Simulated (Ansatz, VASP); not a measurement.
## One calculation of HfMoC2, two programs

```
Hf Mo C
1.0
     3.19142    0.00000    0.00000
     0.00000    3.19142    0.00000
     0.00000    0.00000    4.48516
Hf Mo C
1 1 2
Direct
  0.00000 0.00000 0.00000
  0.50000 0.50000 0.50000
  0.50000 0.50000 0.00000
  0.00000 0.00000 0.50000
```

Alike in both runs: functional PBEsol; k mesh 8 × 8 × 6; occupations fermi-dirac, width 0.05 eV; no spin polarisation; Hubbard terms Hf d U = 6.0 eV, Mo d U = 6.0 eV.

```csv
,VASP,Ansatz
version,VASP 6.6.1,Ansatz 0.2.0
potentials or method,"VASP PAW PBE potentials, release 64 (Hf_pv, Mo_sv, C), cutoff 520 eV","all-electron LAPW, scalar-relativistic"
task,single point,density of states
```

```tsv
	VASP	Ansatz	Ansatz less VASP
gap on the k mesh at the Fermi level (eV)	none	none	-
pressure (GPa)	8.8	-0.8	-9.61
largest component of the traceless stress (GPa)	0.37	1.64	+1.265
```

The programs project onto different local orbitals, so the same U acts differently. A gap of «none» marks a metal or a gap that the smearing closes. Ansatz ran all-electron here, so the differences hold the error of VASP's frozen core and of both bases.

Caveats: U without spin polarisation on a metal has little footing; the U is typed as a test and isn't derived for this compound; the PAW data sets were made with another functional, which shifts forces and pressure a little (VASP); U is the effective U less J, on atomic orbitals that reach past the spheres (Ansatz); the density of states is complete only up to the lowest level of the last band computed (Ansatz). The runs have no spin-orbit coupling, so splittings on Hf are missing.
